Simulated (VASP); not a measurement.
VASP ran on this input.

**INCAR**
```
SYSTEM = K
PREC = Accurate
ENCUT = 520
EDIFF = 1E-6
NELM = 100
ALGO = Normal
LREAL = .FALSE.
LASPH = .TRUE.
ISMEAR = 1
SIGMA = 0.1
GGA = ML
ZAB_VDW = -1.8867
LUSE_VDW = .TRUE.
AGGAC = 0.0
LWAVE = .FALSE.
LCHARG = .FALSE.
IBRION = 2
ISIF = 3
NSW = 60
EDIFFG = -0.01
```

**POSCAR**
```
K
1.0
 -2.6400000000   2.6400000000   2.6400000000
  2.6400000000  -2.6400000000   2.6400000000
  2.6400000000   2.6400000000  -2.6400000000
K
1
Cart
  0.0000000000   0.0000000000   0.0000000000
```

**KPOINTS**
```
kpoints
0
Gamma
 9 9 9
```

POTCAR, in this order: K_sv (PBE.64 set). Program: vasp_std.

Question: Write an equivalent input for Quantum ESPRESSO's pw.x.

Answer: One equivalent input (not run):
```
&CONTROL
  calculation = 'vc-relax'
  pseudo_dir = './pseudo'
  outdir = './out'
  tprnfor = .true.
  tstress = .true.
  nstep = 60
  forc_conv_thr = 0.00039
/
&SYSTEM
  ibrav = 0
  nat = 1
  ntyp = 1
  ecutwfc = 74
  occupations = 'smearing'
  smearing = 'methfessel-paxton'
  degauss = 0.00735
  input_dft = 'vdw-df2'
/
&ELECTRONS
  conv_thr = 7.3e-08
  electron_maxstep = 100
/
&IONS
/
&CELL
/
ATOMIC_SPECIES
  K 39.098 K.upf
CELL_PARAMETERS angstrom
    -2.6400000    2.6400000    2.6400000
     2.6400000   -2.6400000    2.6400000
     2.6400000    2.6400000   -2.6400000
ATOMIC_POSITIONS crystal
  K    0.0000000  0.0000000  0.0000000
K_POINTS automatic
  9 9 9 0 0 0
```
The two are equivalent in intent, not identical: the potentials are each code's own (VASP's PAW set, PseudoDojo norm-conserving files in pw.x), so ENCUT and ecutwfc are chosen apart and not converted; conv_thr bounds pw.x's estimated SCF error, while EDIFF bounds the energy change between steps; forc_conv_thr acts on force components and is met together with etot_conv_thr.

The compound is K in the bcc structure. This run relaxes it. Symmetry was kept, so distortions that lower it aren't found.
